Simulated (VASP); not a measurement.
Computed with PBE GGA, VASP's PBE PAW potentials (set 64) (plane waves; VASP 6.6.1).

VASP ran on this input.

### KPOINTS
```
Automatic mesh
0
Gamma
12 12 12
0 0 0
```

### POSCAR
```
MoSi2
1.0
 -1.6050000000   1.6050000000   3.9250000000
  1.6050000000  -1.6050000000   3.9250000000
  1.6050000000   1.6050000000  -3.9250000000
Si Mo
2 1
Cart
 -0.0000000000   0.0000000000   5.2202500000
  0.0000000000  -0.0000000000   2.6297500000
  0.0000000000   0.0000000000   0.0000000000
```

### INCAR
```
SYSTEM = MoSi2
PREC = Accurate
ENCUT = 650
EDIFF = 1E-6
NELM = 100
ALGO = Normal
LREAL = .FALSE.
LASPH = .TRUE.
ISMEAR = 1
SIGMA = 0.1
GGA = PE
LMAXMIX = 4
LWAVE = .FALSE.
LCHARG = .FALSE.
ISIF = 2
```

POTCAR, in this order: Si Mo_sv (PBE.64 set). Program: vasp_std.

**Question.** What does the run give for the energy per atom (σ→0), pressure, band gap (on the k-mesh)?

**Answer.** 
The energy per atom (σ→0) is -7.753 eV/atom and the band gap (on the k-mesh) comes out as none (metal, semimetal or under 0.01 eV). The pressure is 16.8 kbar.

**OSZICAR**
```
...
DAV:   7    -0.232946220473E+02    0.12765E+00   -0.11466E+00  5507   0.687E+00    0.446E+00
DAV:   8    -0.232599608533E+02    0.34661E-01   -0.12151E-01  5877   0.293E+00    0.455E-01
DAV:   9    -0.232593059388E+02    0.65491E-03   -0.22697E-03  6010   0.438E-01    0.251E-01
DAV:  10    -0.232592744186E+02    0.31520E-04   -0.72131E-04  5940   0.253E-01    0.571E-02
DAV:  11    -0.232592612670E+02    0.13152E-04   -0.27373E-04  5765   0.132E-01    0.417E-02
DAV:  12    -0.232592557284E+02    0.55386E-05   -0.30301E-05  5611   0.408E-02    0.927E-03
DAV:  13    -0.232592552763E+02    0.45205E-06   -0.98842E-07  3307   0.701E-03
   1 F= -.23259255E+02 E0= -.23259098E+02  d E =-.470493E-03
```

The compound is MoSi2 in the MoSi2 type structure. The cell was not relaxed at this level. The run is one of a series of settings (ENCUT = 650 against the base run), some of them coarse on purpose.
